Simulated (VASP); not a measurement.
Consider the following.

```
MgS
1.0
    0.00000     2.82466     2.82466
    2.82466     0.00000     2.82466
    2.82466     2.82466     0.00000
Mg S
1 1
Direct
  0.00000   0.00000   0.00000
  0.75000   0.75000   0.75000
```

These are PBEsol GGA, VASP's PBE PAW potentials (set 64) (plane waves; VASP) values and carry that method's errors. Run with 400 eV cut-off, 10×10×10 Γ-centred mesh, Gaussian smearing of 0.010 eV, potentials Mg S.

Q: Give the direction-averaged independent-particle dielectric function (no local fields, no excitons; a broadening of 0.1 eV leaves a tail below the gap, and fine structure carries the noise of the k-mesh).

A: 
```tsv
ħω (eV)	ε₁	ε₂
0.00	4.58	0.00
0.40	4.60	0.01
0.80	4.64	0.01
1.20	4.71	0.02
1.60	4.82	0.03
2.00	4.97	0.05
2.40	5.19	0.06
2.80	5.50	0.10
3.20	6.02	0.24
3.60	6.59	0.41
4.00	6.73	1.01
4.40	7.57	1.48
4.80	8.80	2.90
5.20	10.19	4.75
5.60	7.62	8.48
6.00	3.91	9.15
6.40	2.13	6.20
6.80	3.98	4.86
7.20	3.17	8.35
7.60	-0.41	8.53
8.00	-0.38	6.65
8.40	-1.22	6.39
8.80	-3.91	4.48
9.30	-1.73	3.67
```
ε₂ peaks at 5.8 eV (height 11.1), 7.5 eV (height 8.8); ε₁(0) averages 4.58, so the electronic refractive index below the gap tends to √4.58 = 2.14.

The structure comes from a computed database's MgS entry (F-43m); how it stands against other phases isn't given here. It was relaxed first.
